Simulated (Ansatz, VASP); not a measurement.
Sr3B in VASP and in Ansatz

```
Sr B
1.0
     0.00000    4.04360    4.04360
     4.04360    0.00000    4.04360
     4.04360    4.04360    0.00000
Sr B
3 1
Direct
  0.50000 0.50000 0.50000
  0.25000 0.25000 0.25000
  0.75000 0.75000 0.75000
  0.00000 0.00000 0.00000
```

Alike in both runs: functional PBE; k mesh 10 × 10 × 10; occupations gaussian, width 0.1 eV; no spin polarisation.

Ansatz relaxed the structure, and its values are those at the end. VASP's run is a single point on that final structure, the one shown.

```csv
,VASP,Ansatz
version,VASP 6.6.1,Ansatz 0.2.0
potentials or method,"VASP PAW PBE potentials, release 64 (Sr_sv, B)","scalar-relativistic, plane waves, PAW"
plane-wave cutoff (eV),520,420
valence electrons in the cell,33,33
```

|  | VASP | Ansatz | Ansatz less VASP |
| --- | --- | --- | --- |
| gap on the k mesh at the Fermi level (eV) | none | none | - |
| pressure (GPa) | 0.0 | 0.0 | -0.04 |

A gap of «none» marks a metal or a gap that the smearing closes.
